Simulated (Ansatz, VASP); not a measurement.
# WSe2: VASP beside Ansatz

One calculation is typed for both programs; each brings its own data sets. How far apart do they land? The cell is taken from a series of runs on this material, whose earlier steps may have relaxed, scaled, displaced or heated it; both programs get it as it stands.

Program: Ansatz 0.2.0. Level of theory: plane waves, with VASP 6.6.1 beside it; PBE0 form with 90 % exact exchange with an exact-exchange share of 0.9. Results are calculated unless marked as measured.

## Step 1: Starting point

It takes space group P6_3/mmc (No. 194, hexagonal). The conventional cell has a = 3.290 Å, b = 3.290 Å, c = 12.970 Å, α = 90.00°, β = 90.00°, γ = 120.00°. Nearest to W lie 6 Se at 2.53 Å. Nearest to Se lie 3 W at 2.53 Å. Farther neighbours and most contacts between anions are not listed.

As a file:

```xyz
6
Lattice="3.2900 0.0000 0.0000 -1.6450 2.8492 0.0000 0.0000 0.0000 12.9700" Properties=species:S:1:pos:R:3 pbc="T T T"
W     0.0000    1.8995    3.2425
W     1.6450    0.9497    9.7275
Se    0.0000    1.8995    8.0544
Se    1.6450    0.9497    1.5694
Se    0.0000    1.8995   11.4006
Se    1.6450    0.9497    4.9156
```

## Step 2: VASP: G0W0 gap, PBE0 form with 90 % exact exchange with an exact-exchange share of 0.9

Quasiparticle shifts depend on high empty states and on the cores, so they are the hardest test of two PAW sets.

Lines of VASP's logs that name or quote its potential files are left out, and so is its time.

The run reads the wave functions of an earlier VASP run, which isn't shown here.

INCAR reads:

```
SYSTEM = WSe2
PREC = Accurate
ENCUT = 340
ISMEAR = 0
SIGMA = 0.01
LREAL = .FALSE.
LHFCALC = .TRUE.
AEXX = 0.9
GGA = PE
LASPH = .TRUE.
NBANDS = 544
PRECFOCK = Fast
ALGO = EVGW0
NELMGW = 1
ENCUTGW = 150
NOMEGA = 64
NBANDSGW = 48
LWAVE = .FALSE.
LCHARG = .FALSE.
```

POSCAR reads:

```
WSe2
1.0
    3.2900000000      0.0000000000      0.0000000000
   -1.6450000000      2.8492235785      0.0000000000
    0.0000000000      0.0000000000     12.9700000000
W Se
2 4
Direct
    0.3333333333      0.6666666667      0.2500000000
    0.6666666667      0.3333333333      0.7500000000
    0.3333333333      0.6666666667      0.6210000000
    0.6666666667      0.3333333333      0.1210000000
    0.3333333333      0.6666666667      0.8790000000
    0.6666666667      0.3333333333      0.3790000000
```

KPOINTS reads:

```
Automatic mesh
0
Gamma
6 6 2
0 0 0
```

The projector-augmented-wave data sets are W_sv_GW and Se_GW (PBE family, release 64).

Command:

```console
> mpirun -np 16 vasp_std
```

Numbers of over 12 decimals in the logs are rounded to 6 here.

The program printed:

```text
[banner, memory and clock lines left out]
running   16 mpi-ranks, on    1 nodes
 distrk:  each k-point on   16 cores,    1 groups
 distr:  one band on    1 cores,   16 groups

 POSCAR found type information on POSCAR W Se
 POSCAR found :  2 types and       6 ions
|                                                                             |
|           W    W    AA    RRRRR   N    N  II  N    N   GGGG   !!!           |
|           W    W   A  A   R    R  NN   N  II  NN   N  G    G  !!!           |
|           W    W  A    A  R    R  N N  N  II  N N  N  G       !!!           |
|           W WW W  AAAAAA  RRRRR   N  N N  II  N  N N  G  GGG   !            |
|           WW  WW  A    A  R   R   N   NN  II  N   NN  G    G                |
|           W    W  A    A  R    R  N    N  II  N    N   GGGG   !!!           |
|                                                                             |
|     For optimal performance we recommend to set                             |
|       NCORE = 2 up to number-of-cores-per-socket                            |
|     NCORE specifies how many cores store one orbital (NPAR=cpu/NCORE).      |
|     This setting can greatly improve the performance of VASP for DFT.       |
|     The default, NCORE=1 might be grossly inefficient on modern             |
|     multi-core architectures or massively parallel machines. Do your        |
|     Unfortunately you need to use the default for GW and RPA                |
|     calculations (for HF NCORE is supported but not extensively tested      |
|     yet).                                                                   |
|                                                                             |

|                                                                             |
|           W    W    AA    RRRRR   N    N  II  N    N   GGGG   !!!           |
|           W    W   A  A   R    R  NN   N  II  NN   N  G    G  !!!           |
|           W    W  A    A  R    R  N N  N  II  N N  N  G       !!!           |
|           W WW W  AAAAAA  RRRRR   N  N N  II  N  N N  G  GGG   !            |
|           WW  WW  A    A  R   R   N   NN  II  N   NN  G    G                |
|           W    W  A    A  R    R  N    N  II  N    N   GGGG   !!!           |
|                                                                             |
|     The default for ENCUTGWSOFT is different in this version of VASP.       |
|     please manually set ENCUTGWSOFT =150 in the INCAR file.                 |
|                                                                             |

 LDA part: xc-table for (Slater+PW92), standard interpolation
 found WAVECAR, reading the header
 POSCAR, INCAR and KPOINTS ok, starting setup
 FFT: planning ... GRIDC
 FFT: planning ... GRID_SOFT
 FFT: planning ... GRID
 reading WAVECAR
 the WAVECAR file was read successfully
 initial charge from wavefunction
 available memory per node:     46.02 GB, setting MAXMEM to     47127

 The Fermi energy was updated, please check that it is located mid-gap
 values below the HOMO (VB) or above the LUMO (CB) will cause erroneous energies
 E-fermi :   6.6061

 calculate exact exchange contribution
 the WAVEDER file was read successfully
energies w=
    0.000    0.000    2.169    0.000    4.334    0.000    6.490    0.000
    8.634    0.000   10.762    0.000   12.871    0.000   14.958    0.000
   17.022    0.000   19.060    0.000   21.073    0.000   23.060    0.000
   25.022    0.000   26.958    0.000   28.870    0.000   30.760    0.000
   32.629    0.000   34.480    0.000   36.314    0.000   38.136    0.000
   39.947    0.000   41.750    0.000   43.549    0.000   45.346    0.000
   47.147    0.000   48.953    0.000   50.770    0.000   52.601    0.000
   54.450    0.000   56.323    0.000   58.224    0.000   60.159    0.000
   62.134    0.000   64.154    0.000   66.226    0.000   68.359    0.000
   70.560    0.000   72.838    0.000   75.203    0.000   77.668    0.000
   80.244    0.000   82.946    0.000   85.792    0.000   88.799    0.000
   91.990    0.000   95.389    0.000   99.028    0.000  102.939    0.000
  107.166    0.000  111.755    0.000  116.767    0.000  122.272    0.000
  128.357    0.000  135.131    0.000  142.727    0.000  151.317    0.000
  161.119    0.000  172.419    0.000  185.598    0.000  201.174    0.000
  219.867    0.000  242.718    0.000  271.272    0.000  307.948    0.000
 responsefunction array rank=     528
 LDA part: xc-table for (Slater+PW92), standard interpolation

 min. memory requirement per mpi rank    558.4 MB, per node   8934.4 MB

 allocating   4 responsefunctions rank=   528
 shmem allocating  64 responsefunctions rank=   528
 response function shared by NCSHMEM nodes    1
 Doing            4  frequencies on each core in blocks of           64
NQ=   1    0.0000    0.0000    0.0000,
|.........|.........|.........|.........|.........|.........|.........|.........
 performed       2670000 updates of chi_q(r,r)
 total number of BLAS operations       5843.73 Gflops
NQ=   2    0.1667    0.0000    0.0000,
|.........|.........|.........|.........|.........|.........|.........|.........
 performed       7742000 updates of chi_q(r,r)
 total number of BLAS operations      16399.28 Gflops
NQ=   3    0.3333    0.0000    0.0000,
|.........|.........|.........|.........|.........|.........|.........|.........
 performed      12814000 updates of chi_q(r,r)
 total number of BLAS operations      26707.93 Gflops
NQ=   4    0.5000    0.0000    0.0000,
|.........|.........|.........|.........|.........|.........|.........|.........
 performed      16529000 updates of chi_q(r,r)
 total number of BLAS operations      34682.53 Gflops
NQ=   5    0.1667    0.1667    0.0000,
|.........|.........|.........|.........|.........|.........|.........|.........
 performed      21601000 updates of chi_q(r,r)
 total number of BLAS operations      45279.52 Gflops
NQ=   6    0.3333    0.1667    0.0000,
|.........|.........|.........|.........|.........|.........|.........|.........
 performed      27300000 updates of chi_q(r,r)
 total number of BLAS operations      56953.78 Gflops
NQ=   7    0.3333    0.3333    0.0000,
|.........|.........|.........|.........|.........|.........|.........|.........
 performed      30492000 updates of chi_q(r,r)
 total number of BLAS operations      63212.24 Gflops
NQ=   8    0.0000    0.0000    0.5000,
|.........|.........|.........|.........|.........|.........|.........|.........
 performed      33162000 updates of chi_q(r,r)
 total number of BLAS operations      68944.77 Gflops
NQ=   9    0.1667    0.0000    0.5000,
|.........|.........|.........|.........|.........|.........|.........|.........
 performed      38234000 updates of chi_q(r,r)
 total number of BLAS operations      79583.27 Gflops
NQ=  10    0.3333    0.0000    0.5000,
|.........|.........|.........|.........|.........|.........|.........|.........
 performed      43306000 updates of chi_q(r,r)
 total number of BLAS operations      89647.93 Gflops
NQ=  11    0.5000    0.0000    0.5000,
|.........|.........|.........|.........|.........|.........|.........|.........
 performed      47021000 updates of chi_q(r,r)
 total number of BLAS operations      97317.61 Gflops
NQ=  12    0.1667    0.1667    0.5000,
|.........|.........|.........|.........|.........|.........|.........|.........
 performed      52093000 updates of chi_q(r,r)
 total number of BLAS operations     107708.23 Gflops
NQ=  13    0.3333    0.1667    0.5000,
|.........|.........|.........|.........|.........|.........|.........|.........
 performed      57792000 updates of chi_q(r,r)
 total number of BLAS operations     119474.96 Gflops
NQ=  14    0.3333    0.3333    0.5000,
|.........|.........|.........|.........|.........|.........|.........|.........
 performed      60984000 updates of chi_q(r,r)
 total number of BLAS operations     126118.47 Gflops
 resolving degeneracies of screened two electron integrals

 calculate QP shifts <psi_nk| G(iteration)W_0 |psi_nk>: iteration 1
 entering main loop
```

From OUTCAR (step 2):

```text
ion  position               nearest neighbor table
   1  0.333  0.667  0.250-   4 2.53   6 2.53   4 2.53   6 2.53   4 2.53   6 2.53
   2  0.667  0.333  0.750-   3 2.53   5 2.53   3 2.53   5 2.53   3 2.53   5 2.53
   3  0.333  0.667  0.621-   2 2.53   2 2.53   2 2.53
   4  0.667  0.333  0.121-   1 2.53   1 2.53   1 2.53
   5  0.333  0.667  0.879-   2 2.53   2 2.53   2 2.53
   6  0.667  0.333  0.379-   1 2.53   1 2.53   1 2.53

  LATTYP: Found a hexagonal cell.
 ALAT       =     3.2900000000
 C/A-ratio  =     3.9422492401

 Subroutine GETGRP returns: Found 24 space group operations
 (whereof 12 operations were pure point group operations)

The static configuration has the point symmetry D_3d.
 The point group associated with its full space group is D_6h.

 Found     14 irreducible k-points:

   k-points           NKPTS =     14   k-points in BZ     NKDIM =     72   number of bands    NBANDS=    544

   dimension x,y,z NGX =    20 NGY =   20 NGZ =   80
   dimension x,y,z NGXF=    40 NGYF=   40 NGZF=  160

   ENCUT  =  340.0 eV  24.99 Ry    5.00 a.u.   4.95  4.95 19.50*2*pi/ulx,y,z

   NELECT =      52.0000    total number of electrons

  energy-cutoff  :      340.00
  volume of cell :      121.58
      direct lattice vectors                 reciprocal lattice vectors
     3.290000000  0.000000000  0.000000000     0.303951368  0.175486404  0.000000000
    -1.645000000  2.849223579  0.000000000     0.000000000  0.350972808  0.000000000
     0.000000000  0.000000000 12.970000000     0.000000000  0.000000000  0.077101002

 k-points in reciprocal lattice and weights: Automatic mesh
   0.00000000  0.00000000  0.00000000       0.014
   0.16666667  0.00000000  0.00000000       0.083
   0.33333333  0.00000000  0.00000000       0.083
   0.50000000  0.00000000  0.00000000       0.042
   0.16666667  0.16666667  0.00000000       0.083
   0.33333333  0.16666667  0.00000000       0.167
   0.33333333  0.33333333  0.00000000       0.028
   0.00000000  0.00000000  0.50000000       0.014
   0.16666667  0.00000000  0.50000000       0.083
[...]
0.33333333  0.16666667  0.50000000       0.167
   0.33333333  0.33333333  0.50000000       0.028

 E-fermi :   6.6061

 QP shifts <psi_nk| G(iteration)W_0 |psi_nk>: iteration 1
 for sc-GW calculations column KS-energies equals QP-energies in previous step
 and V_xc(KS)=  KS-energies - (<T + V_ion + V_H > + <T+V_H+V_ion>^1  + <V_x>^1)
 k-point   1 :       0.0000    0.0000    0.0000
  band No.  KS-energies  QP-energies   sigma(KS)   V_xc(KS)     V^pw_x(r,r')   Z            occupation Imag(sigma)
    ...
     23       1.7599       3.7883     -15.0630     -17.4339     -16.2095       0.8555       2.0000       0.1283
     24       1.8641       4.1092     -13.7818     -16.3946     -15.3264       0.8592       2.0000       0.1456
     25       2.3040       4.2826     -14.2217     -16.5476     -15.2228       0.8507       2.0000       0.1317
     26       3.8721       5.5675     -15.0067     -16.9919     -15.6595       0.8541       2.0000       0.0989
     27      11.6365      10.0177     -13.1813     -11.2690      -9.4639       0.8465       0.0000      -0.2031
     28      11.6365      10.0177     -13.1813     -11.2690      -9.4639       0.8465       0.0000      -0.2031
     29      11.6875      10.0105     -13.2781     -11.3024      -9.4106       0.8488       0.0000      -0.1951
     30      11.6875      10.0105     -13.2781     -11.3024      -9.4106       0.8488       0.0000      -0.1951
    ...

 k-point   2 :       0.1667    0.0000    0.0000
  band No.  KS-energies  QP-energies   sigma(KS)   V_xc(KS)     V^pw_x(r,r')   Z            occupation Imag(sigma)
    ...
     23       1.0171       3.3064     -13.9651     -16.6407     -15.5059       0.8556       2.0000       0.1510
     24       1.9197       4.1629     -13.7799     -16.3876     -15.3154       0.8602       2.0000       0.1439
     25       2.2666       4.2776     -14.4570     -16.8243     -15.4965       0.8495       2.0000       0.1334
     26       2.9331       4.8068     -14.7167     -16.9125     -15.5916       0.8534       2.0000       0.1169
     27      10.3267       8.8250     -12.6726     -10.9115      -9.0576       0.8527       0.0000      -0.1807
     28      11.0049       9.4450     -13.3070     -11.4677      -9.6325       0.8481       0.0000      -0.1916
     29      11.1001       9.5131     -13.2997     -11.4250      -9.5713       0.8465       0.0000      -0.1983
     30      11.2182       9.5391     -13.0879     -11.1185      -9.1648       0.8527       0.0000      -0.1922
    ...

 k-point   3 :       0.3333    0.0000    0.0000
  band No.  KS-energies  QP-energies   sigma(KS)   V_xc(KS)     V^pw_x(r,r')   Z            occupation Imag(sigma)
    ...
     23       1.2901       3.5658     -14.1819     -16.8483     -15.6929       0.8535       2.0000       0.1524
     24       1.4322       3.5858     -14.0417     -16.5819     -15.2433       0.8478       2.0000       0.1520
     25       1.4961       3.7414     -14.3118     -16.9389     -15.7682       0.8547       2.0000       0.1477
     26       1.7028       3.8414     -14.2458     -16.7642     -15.4225       0.8492       2.0000       0.1462
     27      10.1242       8.6158     -13.0393     -11.2647      -9.3604       0.8500       0.0000      -0.1855
     28      10.7052       9.0261     -14.2899     -12.2952     -10.3572       0.8418       0.0000      -0.2041
     29      10.9475       9.2235     -14.4449     -12.3906     -10.4437       0.8392       0.0000      -0.2111
     30      11.1171       9.4693     -13.6680     -11.7139      -9.7953       0.8433       0.0000      -0.2085
    ...

 k-point   4 :       0.5000    0.0000    0.0000
  band No.  KS-energies  QP-energies   sigma(KS)   V_xc(KS)     V^pw_x(r,r')   Z            occupation Imag(sigma)
    ...
     23       1.5670       3.7756     -13.4803     -16.0660     -14.7377       0.8542       2.0000       0.1446
     24       1.6521       3.8819     -13.8316     -16.4275     -15.3011       0.8590       2.0000       0.1439
     25       1.8208       3.9816     -13.8787     -16.4093     -15.0718       0.8539       2.0000       0.1407
     26       1.9571       4.1508     -13.9928     -16.5429     -15.4011       0.8602       2.0000       0.1384
     27      11.1262       9.2429     -15.3183     -13.0553     -11.0347       0.8322       0.0000      -0.2320
     28      11.1832       9.4813     -13.4816     -11.4603      -9.5118       0.8420       0.0000      -0.2188
     29      11.1944       9.2978     -15.3143     -13.0307     -11.0070       0.8305       0.0000      -0.2348
     30      11.6739       9.8249     -14.6803     -12.4598     -10.4702       0.8327       0.0000      -0.2442
    ...

[... 4 further parts left out ...]
```

(Part 1 of 2 ends here.)

[Lines on the potential files, build, host, timing and source positions are cut from VASP's logs without a mark.]

[Logs are printed without paths, hosts, clocks, repeated set-up lines and the standing remarks that a program may print on its own settings, such as how far it seeks lower states.]

[Hosts, paths, dates, database ids (printed as entryN), source tags and the programs' standing remarks are cut or masked in the printed files.]
